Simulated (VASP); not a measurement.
A run of VASP 6.6.1 is set up as follows.

File run.py:

```python
from ase.calculators.vasp import Vasp
from ase.dft.bandgap import bandgap
from ase.io import read

atoms = read('Be2Si.cif')
calc = Vasp(
    directory='calc',
    xc='lda',
    pp='LDA',
    setups='recommended',
    pp_version='54',
    prec='Accurate',
    encut=520,
    ediff=1e-07,
    ismear=0,
    sigma=0.05,
    lreal=False,
    lasph=True,
    nelm=60,
    algo='Normal',
    isif=2,
    lwave=False,
    lcharg=False,
    kpts=[9, 9, 9],
    gamma=True,
    nbands=11,
)
atoms.calc = calc

print('energy (eV):', atoms.get_potential_energy())
print('free energy (eV):', atoms.get_potential_energy(force_consistent=True))
print('forces (eV/A):')
print(atoms.get_forces())
print('stress (eV/A^3, Voigt):', atoms.get_stress())
print('Fermi level (eV):', calc.get_fermi_level())
gap, top, bottom = bandgap(calc)
print('band gap (eV):', gap, 'from (spin, k, band)', top, 'to', bottom)
```

Contents of Be2Si.cif:

```cif
data_Be2Si
_cell_length_a 3.73352380
_cell_length_b 3.73352380
_cell_length_c 3.73352380
_cell_angle_alpha 60.00000000
_cell_angle_beta 60.00000000
_cell_angle_gamma 60.00000000
_space_group_name_H-M_alt 'P1'
_space_group_name_Hall 'P 1'
_space_group_IT_number 1
loop_
_space_group_symop_operation_xyz
'x,y,z'
loop_
_atom_site_label
_atom_site_type_symbol
_atom_site_symmetry_multiplicity
_atom_site_Wyckoff_symbol
_atom_site_fract_x
_atom_site_fract_y
_atom_site_fract_z
_atom_site_occupancy
Si1 Si 1 a 0.0000000000 0.0000000000 0.0000000000 1
Be1 Be 1 a 0.2500000000 0.2500000000 0.2500000000 1
Be2 Be 1 a 0.7500000000 0.7500000000 0.7500000000 1
```

Potentials or basis: VASP PAW LDA potentials, release 54 (Si, Be).

Run with:

```bash
$ python run.py
```

Estimate the pressure.

-3.6 GPa.

Estimate the band gap on the k mesh.

none (metal or under the smearing width).
